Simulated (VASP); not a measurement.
These are PBEsol GGA, VASP's PBE PAW potentials (set 64) (plane waves; VASP) values and carry that method's errors.

VASP input:

KPOINTS:
```
Automatic mesh
0
Gamma
5 5 8
0 0 0
```

INCAR:
```
! general
SYSTEM  = TiO2
PREC    = Accurate
ENCUT   = 620
LREAL   = .FALSE.   ! projection in real space or not
LASPH   = .TRUE.   ! aspherical one-centre terms

! electronic loop
EDIFF   = 1E-6
NELM    = 100
ALGO    = Normal   ! blocked Davidson
LMAXMIX = 4   ! l cut-off of mixed one-centre charges

! smearing
ISMEAR  = 0
SIGMA   = 0.05   ! width (eV)

! functional
GGA     = PS   ! PBEsol

! ions
IBRION  = 2
NSW     = 40
ISIF    = 3   ! ions, shape and volume
EDIFFG  = -0.02
PSTRESS = 50   ! kbar

! output
LWAVE   = .FALSE.
LCHARG  = .FALSE.
```

File POSCAR:
```
TiO2
1
    4.5549459257     0.0000000000     0.0000000000
   -0.0000000000     4.5549459257     0.0000000000
    0.0000000000     0.0000000000     2.9279460224
Ti O
2 4
Direct
  0.0000000000   0.0000000000   1.0000000000
  0.5000000000   0.5000000000   0.5000000000
  0.3036666157   0.3036666157   1.0000000000
  0.8036666157   0.1963333843   0.5000000000
  0.1963333843   0.8036666157   0.5000000000
  0.6963333843   0.6963333843   0.0000000000
```

POTCAR, in this order: Ti_sv O (PBE.64 set). Program: vasp_std.

Output

OSZICAR:
```
       N       E                     dE             d eps       ncg     rms          rms(c)
DAV:   1     0.730252889439E+03    0.73025E+03   -0.27858E+04  1680   0.230E+03
DAV:   2     0.678580396493E+02   -0.66239E+03   -0.64094E+03  1740   0.625E+02
DAV:   3    -0.660736151180E+02   -0.13393E+03   -0.12880E+03  2692   0.231E+02
DAV:   4    -0.721763976516E+02   -0.61028E+01   -0.60940E+01  2296   0.545E+01
DAV:   5    -0.724095596089E+02   -0.23316E+00   -0.23310E+00  2404   0.906E+00    0.334E+01
DAV:   6    -0.564904565365E+02    0.15919E+02   -0.10828E+02  2036   0.104E+02    0.121E+01
DAV:   7    -0.561958824298E+02    0.29457E+00   -0.14654E+01  2128   0.307E+01    0.830E+00
DAV:   8    -0.562704731405E+02   -0.74591E-01   -0.39340E+00  2132   0.189E+01    0.420E+00
DAV:   9    -0.560868826219E+02    0.18359E+00   -0.20289E+00  2136   0.130E+01    0.142E+00
DAV:  10    -0.560856043805E+02    0.12782E-02   -0.15179E-01  2128   0.310E+00    0.242E-01
DAV:  11    -0.560854874677E+02    0.11691E-03   -0.10299E-02  2108   0.767E-01    0.803E-02
DAV:  12    -0.560855188376E+02   -0.31370E-04   -0.80533E-04  2224   0.223E-01    0.524E-02
DAV:  13    -0.560855036258E+02    0.15212E-04   -0.11062E-04  2244   0.773E-02    0.988E-03
DAV:  14    -0.560855041621E+02   -0.53629E-06   -0.61560E-06  1816   0.217E-02
   1 F= -.54189720E+02 E0= -.54189720E+02  d E =-.541897E+02
```

**OUTCAR**
```
------------------------ aborting loop because EDIFF is reached ----------------------------------------
  FORCE on cell =-STRESS in cart. coord.  units (eV):
  Direction    XX          YY          ZZ          XY          YZ          ZX
  --------------------------------------------------------------------------------------
  Total        1.8513259      1.8513259      1.9540590      0.0000000      0.0000000      0.0000000
  in kB       48.8274398     48.8274398     51.5369517      0.0000000      0.0000000      0.0000000
  external PRESSURE =      -0.2693895 kB  Pullay stress =      50.0000000 kB
  volume of cell :       60.75
      direct lattice vectors                 reciprocal lattice vectors
     4.554945926  0.000000000  0.000000000     0.219541574  0.000000000  0.000000000
     0.000000000  4.554945926  0.000000000     0.000000000  0.219541574  0.000000000
     0.000000000  0.000000000  2.927946022     0.000000000  0.000000000  0.341536351
 POSITION                                       TOTAL-FORCE (eV/Angst)
 -----------------------------------------------------------------------------------
      0.00000      0.00000      0.00000        -0.000000      0.000000     -0.000000
      2.27747      2.27747      1.46397        -0.000000      0.000000     -0.000000
      1.38319      1.38319      0.00000        -0.004423     -0.004423     -0.000000
      3.66066      0.89429      1.46397        -0.004423      0.004423      0.000000
      0.89429      3.66066      1.46397         0.004423     -0.004423     -0.000000
      3.17176      3.17176      0.00000         0.004423      0.004423      0.000000
 -----------------------------------------------------------------------------------
    total drift:                                0.000000     -0.000000     -0.000000
  FREE ENERGIE OF THE ION-ELECTRON SYSTEM (eV)
  ---------------------------------------------------
  free  energy   TOTEN  =       -56.0855041621 eV

  energy  without entropy=      -56.0855041621  energy(sigma->0) =      -56.08550416
  enthalpy is  TOTEN    =       -54.1897197883 eV   P V=        1.8957843738

 reached required accuracy - stopping structural energy minimisation
```
(Selected blocks of OUTCAR.)

OUTCAR:
```
 val. band max:        5.0347950425   @ k =   0.0000   0.0000   0.0000

 cond. band min:       6.8851801620   @ k =   0.0000   0.0000   0.0000


 Fermi energy:         5.2761195253

 k-point     1 :       0.0000    0.0000    0.0000
  band No.  band energies     occupation
      1     -51.5556      2.00000
      2     -51.5351      2.00000
      3     -28.0073      2.00000
      4     -28.0073      2.00000
      5     -27.8187      2.00000
      6     -27.8187      2.00000
      7     -27.7720      2.00000
      8     -27.7328      2.00000
      9     -13.2547      2.00000
     10     -12.0163      2.00000
     11     -11.2063      2.00000
     12     -11.2063      2.00000
     13      -0.9401      2.00000
     14      -0.5209      2.00000
     15      -0.1789      2.00000
     16       1.0997      2.00000
     17       1.0997      2.00000
     18       2.3779      2.00000
     19       2.3779      2.00000
     20       2.9996      2.00000
     21       4.3228      2.00000
     22       4.5573      2.00000
     23       4.5573      2.00000
     24       5.0348      2.00000
     25       6.8852      0.00000
     26       7.1655      0.00000
     27       7.4591      0.00000
     28       7.5739      0.00000

 k-point     2 :       0.2000    0.0000    0.0000
  band No.  band energies     occupation
      1     -51.5536      2.00000
      2     -51.5370      2.00000
      3     -27.9924      2.00000
      4     -27.9909      2.00000
      5     -27.8370      2.00000
      6     -27.8355      2.00000
      7     -27.7682      2.00000
      8     -27.7365      2.00000
      9     -13.1040      2.00000
     10     -12.0203      2.00000
     11     -11.3573      2.00000
     12     -11.2680      2.00000
     13      -0.6778      2.00000
     14      -0.3530      2.00000
     15       0.1029      2.00000
     16       1.1171      2.00000
     17       1.1289      2.00000
     18       2.1229      2.00000
     19       2.3008      2.00000
     20       3.0167      2.00000
...
```

The compound is TiO2 in the rutile structure. It was relaxed first under an external pressure of 5 GPa.
